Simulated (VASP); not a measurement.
Consider the following.

```
LiH
1.0
    0.00000     1.96013     1.96013
    1.96013     0.00000     1.96013
    1.96013     1.96013     0.00000
Li H
1 1
Direct
  0.00000   0.00000   0.00000
  0.50000   0.50000   0.50000
```

The numbers are results of rev-vdW-DF2, VASP's PBE PAW potentials (set 64) (plane waves; VASP), not measurements. Settings: 520 eV cut-off, 11×11×11 Γ-centred mesh, Gaussian smearing of 0.050 eV, potentials Li_sv H.

Give the stress tensor in GPa (positive for a compressed cell).

```
2.44  0.00  0.00
0.00  2.44  0.00
0.00  0.00  2.44
```
The pressure is its mean diagonal, 2.44 GPa.

The compound is LiH in the rock salt structure. This cell is one point of a volume scan, at 0.94 of the reference volume.
